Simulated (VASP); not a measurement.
In HgTe (zinc blende type) the Hg atom of the primitive cell, with all its periodic images, is moved by 0.06 Å along [111].

```
CELL_PARAMETERS angstrom
0.00000 3.33000 3.33000
3.33000 0.00000 3.33000
3.33000 3.33000 0.00000
ATOMIC_POSITIONS crystal
Hg 0.00520 0.00520 0.00520
Te 0.25000 0.25000 0.25000
```

The calculation used VASP, HSE06, plane waves, standard recommended PAW potentials.

Cutoff 303 eV; orbitals from an earlier step on the same cell; potentials Hg Te; PREC = Accurate; HFSCREEN = 0.208; HFRCUT = 0; PRECFOCK = Normal; k-mesh 4×4×4 Γ-centred; Fermi–Dirac smearing of 0.1 eV; no spin polarisation; no spin–orbit coupling.

What force results?

The force on it along the displacement is -0.1699 eV/Å, a force constant of 2.83 eV/Å². A one-sided step along [111] also holds the cubic anharmonicity.

| atom | Fx (eV/Å) | Fy (eV/Å) | Fz (eV/Å) |
| --- | --- | --- | --- |
| Hg1 | -0.0981 | -0.0981 | -0.0981 |
| Te2 | 0.0981 | 0.0981 | 0.0981 |

The k-mesh is coarse, so these values belong to this mesh and can lie far from the converged ones. Potentials made with PBE were used with another functional.
